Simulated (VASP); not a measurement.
Rb2Te (space group Fm-3m): computed properties

Method: LDA (Ceperley-Alder, Perdew-Zunger), VASP's LDA PAW potentials (set 64) (plane waves; VASP).

```json
{
 "space_group": "Fm-3m (225)",
 "cell": "a = b = c = 8.283 Å, α = β = γ = 90.00°",
 "volume_per_atom": "47.35 Å³/atom",
 "band gap (over mesh and band path)": "1.81 eV",
 "smallest direct gap (over mesh and band path)": "2.12 eV",
 "hill_bulk_modulus": "14.9 GPa",
 "hill_shear_modulus": "5.9 GPa",
 "Poisson's ratio": "0.325",
 "band_edge_character": "indirect, X to Γ",
 "density": "3.49 g/cm³",
 "optical Γ-point spectrum": "76 (×3), 90 (×3) cm⁻¹",
 "C11": "23.2 GPa",
 "C12": "10.7 GPa",
 "C44": "5.7 GPa"
}
```

```xyz
3
Lattice="0.0000 4.1414 4.1414 4.1414 0.0000 4.1414 4.1414 4.1414 0.0000" Properties=species:S:1:pos:R:3 pbc="T T T"
Rb     2.0707     2.0707     2.0707
Rb     6.2120     6.2120     6.2120
Te     0.0000     0.0000     0.0000
```

Unless said otherwise, spin-orbit coupling is left out, though it shifts the bands of the heavy elements here.

The structure comes from a computed database's Rb2Te entry (Fm-3m); how it stands against other phases isn't given here. It was relaxed first, which changed the volume by -9 %. Symmetry was kept, so distortions that lower it aren't found.
